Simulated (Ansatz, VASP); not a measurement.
# AlSi23HO48 (Al-H pair in alpha-quartz): VASP beside Ansatz

Aim: how closely do two programs agree when they are given the same cell, functional and k mesh? Of the first pair: The structure shown is the start of the Ansatz relaxation below; VASP solves that cell, so the two are compared at the walk's first step.

Calculated with Ansatz 0.2.0; plane waves, with VASP 6.6.1 beside it; single point at r2SCAN.

## (1) The structure

The cell holds 73 atoms: 23 Si, 48 O, 1 Al and 1 H. Cell: a = 9.844 Å, b = 9.844 Å, c = 10.830 Å, α = 90.0°, β = 90.0°, γ = 120.0°. It derives from SiO2 (SiO2 (P3_221)). Nearest the centre at fractional (0.218, 0.159, 0.413): O24 at 0.30 Å, Al72 at 1.29 Å, H73 at 1.29 Å, Si1 at 1.87 Å, O29 at 2.37 Å, O32 at 2.38 Å, O33 at 2.41 Å, O41 at 2.73 Å.

## (2) Ansatz: relaxation, r2SCAN

Ansatz runs on its default PAW (the set named soft_2) files.

The two programs are compared at the cell with which this relaxation starts, whose forces are those of its first step.

input.yaml reads:

```yaml
relax:
  f_tol: 0.01
  max_steps: 80
  random_displacement: { amplitude: 0.02, seed: 697 }
crystal:
  lattice:
    - [9.84405413, 0.0, 0.0]
    - [-4.92202706, 8.52520095, 0.0]
    - [0.0, 0.0, 10.83028527]
  atoms:
    - { symbol: Si, position: [0.234489876, 0.0, 0.333333333] }
    - { symbol: Si, position: [0.0, 0.234489876, 0.166666667] }
    - { symbol: Si, position: [0.265510124, 0.265510124, 0.0] }
    - { symbol: O, position: [0.206642373, 0.134490579, 0.392307384] }
    - { symbol: O, position: [0.365509421, 0.072151794, 0.225640717] }
    - { symbol: O, position: [0.427848206, 0.293357627, 0.058974051] }
    - { symbol: O, position: [0.134490579, 0.206642373, 0.107692616] }
    - { symbol: O, position: [0.072151794, 0.365509421, 0.274359283] }
    - { symbol: O, position: [0.293357627, 0.427848206, 0.441025949] }
    - { symbol: Si, position: [0.234489876, 0.0, 0.833333333] }
    - { symbol: Si, position: [0.0, 0.234489876, 0.666666667] }
    - { symbol: Al, position: [0.265510124, 0.265510124, 0.5] }
    - { symbol: O, position: [0.206642373, 0.134490579, 0.892307384] }
    - { symbol: O, position: [0.365509421, 0.072151794, 0.725640717] }
    - { symbol: O, position: [0.427848206, 0.293357627, 0.558974051] }
    - { symbol: O, position: [0.134490579, 0.206642373, 0.607692616] }
    - { symbol: O, position: [0.072151794, 0.365509421, 0.774359283] }
    - { symbol: O, position: [0.293357627, 0.427848206, 0.941025949] }
    - { symbol: Si, position: [0.234489876, 0.5, 0.333333333] }
    - { symbol: Si, position: [0.0, 0.734489876, 0.166666667] }
    - { symbol: Si, position: [0.265510124, 0.765510124, 0.0] }
    - { symbol: O, position: [0.206642373, 0.634490579, 0.392307384] }
    - { symbol: O, position: [0.365509421, 0.572151794, 0.225640717] }
    - { symbol: O, position: [0.427848206, 0.793357627, 0.058974051] }
    - { symbol: O, position: [0.134490579, 0.706642373, 0.107692616] }
    - { symbol: O, position: [0.072151794, 0.865509421, 0.274359283] }
    - { symbol: O, position: [0.293357627, 0.927848206, 0.441025949] }
    - { symbol: Si, position: [0.234489876, 0.5, 0.833333333] }
    - { symbol: Si, position: [0.0, 0.734489876, 0.666666667] }
    - { symbol: Si, position: [0.265510124, 0.765510124, 0.5] }
    - { symbol: O, position: [0.206642373, 0.634490579, 0.892307384] }
    - { symbol: O, position: [0.365509421, 0.572151794, 0.725640717] }
    - { symbol: O, position: [0.427848206, 0.793357627, 0.558974051] }
    - { symbol: O, position: [0.134490579, 0.706642373, 0.607692616] }
    - { symbol: O, position: [0.072151794, 0.865509421, 0.774359283] }
    - { symbol: O, position: [0.293357627, 0.927848206, 0.941025949] }
    - { symbol: Si, position: [0.734489876, 0.0, 0.333333333] }
    - { symbol: Si, position: [0.5, 0.234489876, 0.166666667] }
    - { symbol: Si, position: [0.765510124, 0.265510124, 0.0] }
    - { symbol: O, position: [0.706642373, 0.134490579, 0.392307384] }
    - { symbol: O, position: [0.865509421, 0.072151794, 0.225640717] }
    - { symbol: O, position: [0.927848206, 0.293357627, 0.058974051] }
    - { symbol: O, position: [0.634490579, 0.206642373, 0.107692616] }
    - { symbol: O, position: [0.572151794, 0.365509421, 0.274359283] }
    - { symbol: O, position: [0.793357627, 0.427848206, 0.441025949] }
    - { symbol: Si, position: [0.734489876, 0.0, 0.833333333] }
    - { symbol: Si, position: [0.5, 0.234489876, 0.666666667] }
    - { symbol: Si, position: [0.765510124, 0.265510124, 0.5] }
    - { symbol: O, position: [0.706642373, 0.134490579, 0.892307384] }
    - { symbol: O, position: [0.865509421, 0.072151794, 0.725640717] }
    - { symbol: O, position: [0.927848206, 0.293357627, 0.558974051] }
    - { symbol: O, position: [0.634490579, 0.206642373, 0.607692616] }
    - { symbol: O, position: [0.572151794, 0.365509421, 0.774359283] }
    - { symbol: O, position: [0.793357627, 0.427848206, 0.941025949] }
    - { symbol: Si, position: [0.734489876, 0.5, 0.333333333] }
    - { symbol: Si, position: [0.5, 0.734489876, 0.166666667] }
    - { symbol: Si, position: [0.765510124, 0.765510124, 0.0] }
    - { symbol: O, position: [0.706642373, 0.634490579, 0.392307384] }
    - { symbol: O, position: [0.865509421, 0.572151794, 0.225640717] }
    - { symbol: O, position: [0.927848206, 0.793357627, 0.058974051] }
    - { symbol: O, position: [0.634490579, 0.706642373, 0.107692616] }
    - { symbol: O, position: [0.572151794, 0.865509421, 0.274359283] }
    - { symbol: O, position: [0.793357627, 0.927848206, 0.441025949] }
    - { symbol: Si, position: [0.734489876, 0.5, 0.833333333] }
    - { symbol: Si, position: [0.5, 0.734489876, 0.666666667] }
    - { symbol: Si, position: [0.765510124, 0.765510124, 0.5] }
    - { symbol: O, position: [0.706642373, 0.634490579, 0.892307384] }
    - { symbol: O, position: [0.865509421, 0.572151794, 0.725640717] }
    - { symbol: O, position: [0.927848206, 0.793357627, 0.558974051] }
    - { symbol: O, position: [0.634490579, 0.706642373, 0.607692616] }
    - { symbol: O, position: [0.572151794, 0.865509421, 0.774359283] }
    - { symbol: O, position: [0.793357627, 0.927848206, 0.941025949] }
    - { symbol: H, position: [0.170942, 0.053162, 0.326978] }
basis:
  ecutwfc: 500
  xc_grid: 2
hamiltonian:
  xc: r2scan
kpoints:
  mp_grid: { grid: [1, 1, 1], shift: [0.25, 0.25, 0.25] }
scf:
  occupations: { method: fermi_dirac, width: 0.01 }
  max_iter: 120
output:
  forces: true
checkpoint:
  write: "../relax.run"
  compress: false
  write_wavefunctions: true
  write_every: 100000
```

Launch:

```sh
$ ansatz run input.yaml --threads 2 --pin off --max-ram 3768MiB --backend cpu --events-out ev --progress --plain --runs-dir out
```

Numbers of over 12 decimals in the logs are rounded to 6 here.

The log of the run:

```text
Engine: ansatz 0.2.0, x86_64-unknown-linux-gnu
Pseudopotentials: kind: paw
Pseudopotential: Si, paw, valence charge 4, recommended cutoff 500 eV (meta_gga), Si.paw.azcp
Pseudopotential: O, paw, valence charge 6, recommended cutoff 500 eV (meta_gga), O.paw.azcp
Pseudopotential: Al, paw, valence charge 3, recommended cutoff 500 eV (meta_gga), Al.paw.azcp
Pseudopotential: H, paw, valence charge 1, recommended cutoff 500 eV (meta_gga), H.paw.azcp
Functional definition: r2SCAN
  parameter k0 = 0.174
  parameter k1 = 0.065
  parameter a1 = 4.9479
  exchange = r2scan_x(k0 = k0, k1 = k1, a1 = a1)
  correlation = r2scan_c
Crystal: 73 atoms, lattice volume = 908.905 Å³
Basis set: ecut = 500 eV, 23025 PW (Γ), exchange–correlation on 144×144×160 points (8 copies of the dense FFT grid, shifted against one another)
Bands: 265, of which v1, the nominal top of the filled ones, is band 192 counted from 1 (191 counted from 0)
Symmetry: 1 space group operations
k-points: 1
Non-local potential: Si, projectors of the file, l = 0: 2, l = 1: 2, l = 2: 2
Non-local potential: O, projectors of the file, l = 0: 2, l = 1: 2, l = 2: 1
Non-local potential: Al, projectors of the file, l = 0: 2, l = 1: 2, l = 2: 1
Non-local potential: H, projectors of the file, l = 0: 2, l = 1: 1
PAW form: soft (Blöchl's): semilocal exchange-correlation on the pseudo side does not see the compensation charge
PAW frozen core: Si, regenerated for the run's functional (the file was generated under x = pbe(κ = 0.804, μ = 0.219515), c = pbe(β = 0.066725))
PAW frozen core: O, regenerated for the run's functional (the file was generated under x = pbe(κ = 0.804, μ = 0.219515), c = pbe(β = 0.066725))
PAW frozen core: Al, regenerated for the run's functional (the file was generated under x = pbe(κ = 0.804, μ = 0.219515), c = pbe(β = 0.066725))
PAW one-centre angular grid: Si, 302 points (default); XC on 160 Gauss nodes
PAW one-centre angular grid: O, 302 points (default); XC on 160 Gauss nodes
PAW one-centre angular grid: Al, 302 points (default); XC on 160 Gauss nodes
PAW one-centre angular grid: H, 302 points (default); XC on 160 Gauss nodes
Initial density: superposition of atomic densities (neutral atoms: chi_scale 0, normalization atom), corrected by the library's trained network
Initial wavefunctions: pseudopotential atomic-orbital guess
Functional: x = r2scan, c = r2scan; τ floored in thin density (d = 2e-4 eV/Å³)
SCF iter   1: F=—  HF=-42626.053642 eV  |F-HF|=—  |Δ(HF+E_count)|=         —  Δρ=1.05e-2  dr2=1.17e0  dr2_τ=6.44e0  ethr=1.77e-3  ⟨swp⟩=6.0  Hψ=1187  notcnv=0  defer=38
preconditioner: auto → Resta (q_TF=auto, 2.363 Å⁻¹)  ε∞=2.8  [insulator: Δε(μ)=5.109 eV  Ē_g=18.134 eV  σ=0.010 eV  W_gap=1.00  n_scr=212 (ndim 8)  ℏωp=24.1 eV  f_vac=0.113  D(μ)=0.00/eV (n_scr^D=0)  ε∞_Penn≈2.8]
SCF iter   2: F=—  HF=-42627.803698 eV  |F-HF|=—  |Δ(HF+E_count)|=    1.75e0  Δρ=5.82e-3  dr2=2.63e-1  dr2_τ=1.79e-2  ethr=3.05e-4  ⟨swp⟩=4.0  Hψ=508  notcnv=0  defer=68
SCF iter   3: F=—  HF=-42627.734805 eV  |F-HF|=—  |Δ(HF+E_count)|=   6.89e-2  Δρ=1.52e-3  dr2=2.31e-2  dr2_τ=3.15e-3  ethr=6.85e-5  ⟨swp⟩=3.0  Hψ=399  notcnv=0  defer=68
SCF iter   4: F=—  HF=-42627.730002 eV  |F-HF|=—  |Δ(HF+E_count)|=   4.80e-3  Δρ=5.68e-4  dr2=2.18e-3  dr2_τ=3.62e-4  ethr=6.00e-6  ⟨swp⟩=3.0  Hψ=507  notcnv=0  defer=68
SCF iter   5: F=—  HF=-42627.730672 eV  |F-HF|=—  |Δ(HF+E_count)|=   6.70e-4  Δρ=1.91e-4  dr2=3.12e-4  dr2_τ=3.72e-5  ethr=5.67e-7  ⟨swp⟩=3.0  Hψ=395  notcnv=0  defer=68
SCF iter   6: F=—  HF=-42627.730718 eV  |F-HF|=—  |Δ(HF+E_count)|=   4.60e-5  Δρ=6.91e-5  dr2=3.56e-5  dr2_τ=5.53e-6  ethr=8.12e-8  ⟨swp⟩=2.0  Hψ=389  notcnv=0  defer=68
SCF iter   7: F=—  HF=-42627.730723 eV  |F-HF|=—  |Δ(HF+E_count)|=   4.91e-6  Δρ=1.95e-5  dr2=2.94e-6  dr2_τ=3.56e-7  ethr=9.27e-9  ⟨swp⟩=2.0  Hψ=389  notcnv=0  defer=68
SCF iter   8: F=-42627.730724 eV  HF=-42627.730725 eV  |F-HF|=1.07e-7  |Δ(HF+E_count)|=   1.46e-6  Δρ=7.73e-6  dr2=4.06e-7  dr2_τ=5.98e-8  ethr=6.51e-10  ⟨swp⟩=4.0  Hψ=791  notcnv=0
SCF 1 converged in 8 iterations: F = -42627.730724 eV  dr2 = 4.06e-7
  greatest PAW one-centre occupation: 0.884 electrons in one spin orbital (limit 2), on the O atom at site 3 (counted from 0), in its partial waves of l = 0
relax step   1: F+E_penalty+E_count = -42627.73072450 eV  Δ(F+E_penalty+E_count) = +0.000e0 eV  max|allowed force component| = 2.981e1 eV/Å  Δτ_max = 0.0000 Å  (8 SCF iters, dr2 threshold 2.50e-6 eV, accepted)
Initial density: handed on by an earlier stage of this run
Initial wavefunctions: those handed on with the density
iter 1 solved again at ethr=7.59e-5 eV; its pass at ethr=3.10e-3 eV (dr2=2.92e-1 eV) is discarded
SCF iter   1: F=—  HF=-42633.419565 eV  |F-HF|=—  |Δ(HF+E_count)|=         —  Δρ=7.29e-3  dr2=2.98e-1  dr2_τ=1.10e0  ethr=7.59e-5  ⟨swp⟩=2.0  Hψ=1228  notcnv=0  defer=49
[...]
--- Band table (eV) ---
  k-point 0: bands = [... 188 lower, 2.0048, 2.1290, 2.1895, 2.2913, 9.3667, 10.0183, 10.1850, 10.3408, ... 69 higher]
--- Relaxed structure (17 steps of the walk, 17 accepted, 0 SCFs on fresh bases) ---
  F+E_penalty+E_count = -42639.59485401 eV   max|allowed force component| = 5.659e-3 eV/Å
  atoms:
    - { symbol: Si, position: [0.227308, -0.010764, 0.330498] }
    - { symbol: Si, position: [0.00095432, 0.239966, 0.162988] }
    - { symbol: Si, position: [0.267918, 0.270746, -0.0037754] }
    - { symbol: O, position: [0.171253, 0.109538, 0.394693] }
    - { symbol: O, position: [0.359357, 0.081692, 0.229258] }
    - { symbol: O, position: [0.429018, 0.298250, 0.057969] }
    - { symbol: O, position: [0.135785, 0.213181, 0.103224] }
    - { symbol: O, position: [0.070647, 0.368724, 0.271708] }
    - { symbol: O, position: [0.300421, 0.439069, 0.433560] }
    - { symbol: Si, position: [0.239926, 0.00425138, 0.832663] }
    - { symbol: Si, position: [0.00427349, 0.237485, 0.671222] }
    - { symbol: Al, position: [0.275423, 0.276647, 0.508234] }
    - { symbol: O, position: [0.210800, 0.138868, 0.889736] }
    - { symbol: O, position: [0.372298, 0.070350, 0.726451] }
    - { symbol: O, position: [0.444389, 0.279341, 0.545626] }
    - { symbol: O, position: [0.138083, 0.205784, 0.623040] }
    - { symbol: O, position: [0.070283, 0.373230, 0.776800] }
    - { symbol: O, position: [0.298367, 0.433392, 0.936461] }
    - { symbol: Si, position: [0.235018, 0.504232, 0.329704] }
    - { symbol: Si, position: [-0.00340463, 0.723969, 0.161355] }
    - { symbol: Si, position: [0.271729, 0.771717, -0.00142019] }
    - { symbol: O, position: [0.205900, 0.640270, 0.386462] }
    - { symbol: O, position: [0.359329, 0.575194, 0.216528] }
    - { symbol: O, position: [0.435002, 0.806548, 0.060934] }
    - { symbol: O, position: [0.134847, 0.702559, 0.102583] }
    - { symbol: O, position: [0.068204, 0.855040, 0.270275] }
    - { symbol: O, position: [0.291210, 0.928354, 0.440728] }
    - { symbol: Si, position: [0.238292, 0.505058, 0.829175] }
    - { symbol: Si, position: [0.00489968, 0.734924, 0.668786] }
    - { symbol: Si, position: [0.265875, 0.765018, 0.498204] }
    - { symbol: O, position: [0.220822, 0.646272, 0.887649] }
    - { symbol: O, position: [0.366325, 0.571472, 0.718335] }
    - { symbol: O, position: [0.430291, 0.796692, 0.555123] }
    - { symbol: O, position: [0.137450, 0.705630, 0.607682] }
    - { symbol: O, position: [0.077665, 0.866339, 0.775595] }
    - { symbol: O, position: [0.295390, 0.934644, 0.945055] }
    - { symbol: Si, position: [0.741266, -0.000426395, 0.331472] }
    - { symbol: Si, position: [0.498717, 0.239693, 0.166985] }
    - { symbol: Si, position: [0.759115, 0.263138, 0.000697467] }
[...]
- { symbol: Si, position: [0.731002, -0.000739339, 0.834244] }
    - { symbol: Si, position: [0.507809, 0.229655, 0.662288] }
    - { symbol: Si, position: [0.772082, 0.261903, 0.502692] }
[...]
- { symbol: Si, position: [0.736956, 0.495948, 0.334136] }
    - { symbol: Si, position: [0.501396, 0.736114, 0.164424] }
    - { symbol: Si, position: [0.763086, 0.762272, -0.00369139] }
[...]
- { symbol: O, position: [0.579003, 0.860607, 0.276876] }
    - { symbol: O, position: [0.816722, 0.932888, 0.432861] }
    - { symbol: Si, position: [0.732736, 0.498154, 0.830314] }
    - { symbol: Si, position: [0.501365, 0.736376, 0.662714] }
    - { symbol: Si, position: [0.773396, 0.766922, 0.498446] }
    - { symbol: O, position: [0.703959, 0.633255, 0.887231] }
    - { symbol: O, position: [0.869255, 0.572875, 0.726670] }
    - { symbol: O, position: [0.934178, 0.795473, 0.560599] }
    - { symbol: O, position: [0.639535, 0.715257, 0.602108] }
    - { symbol: O, position: [0.570649, 0.862876, 0.773553] }
    - { symbol: O, position: [0.792838, 0.926341, 0.939737] }
    - { symbol: H, position: [0.057698, 0.055839, 0.408407] }
```

[end of part 1 of 3]

[Lines on the potential files, build, host, timing and source positions are cut from VASP's logs without a mark.]

[Logs are printed without paths, hosts, clocks, repeated set-up lines and the standing remarks that a program may print on its own settings, such as how far it seeks lower states.]

[Hosts, paths, dates, database ids (printed as entryN), source tags and the programs' standing remarks are cut or masked in the printed files.]
